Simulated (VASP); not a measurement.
Sn:

```xyz
2
Lattice="0.0000 3.2333 3.2333 3.2333 0.0000 3.2333 3.2333 3.2333 0.0000" Properties=species:S:1:pos:R:3 pbc="T T T"
Sn    0.0000    0.0000    0.0000
Sn    1.6167    1.6167    1.6167
```

This isn't the form of Sn at room conditions, which is tetragonal (white tin).

- Program: VASP 6.6.1
- Task: relaxation of cell and atoms
- Functional: PBEsol
- Potentials or basis: VASP PAW PBE potentials, release 64 (Sn_d)
- Cutoff: 600 eV
- k mesh: 10 × 10 × 10
- Occupations: gaussian, width 0.03 eV
- Spin: no spin polarisation

At the start: pressure 1.5 GPa; volume 33.80 Å³/atom.

**Question.** Where does the relaxation end?

**Answer.** Over 3 steps the energy falls by 4.9 meV/atom and the volume is 34.92 Å³/atom (+3.3 %); space group Fd-3m (No. 227, to 0.05 Å).

Step by step:
```
step  energy change (eV)  largest force (eV/Å)  pressure (GPa)  volume (Å³)
   1              0.0000                0.0000            1.47        67.61
   2             -0.0086                0.0000           -0.46        70.69
   3             -0.0099                0.0000            0.00        69.84
```

Final structure:
```cif
data_structure
_symmetry_space_group_name_H-M 'P 1'
_symmetry_Int_Tables_number 1
_cell_length_a 4.6225
_cell_length_b 4.6225
_cell_length_c 4.6225
_cell_angle_alpha 60.000
_cell_angle_beta 60.000
_cell_angle_gamma 60.000
_cell_volume 69.84
loop_
_atom_site_label
_atom_site_type_symbol
_atom_site_fract_x
_atom_site_fract_y
_atom_site_fract_z
_atom_site_occupancy
Sn1 Sn 0.00000 0.00000 0.00000 1
Sn2 Sn 0.25000 0.25000 0.25000 1
```

Caveat: the PAW data sets were made with another functional, which shifts forces and pressure a little.
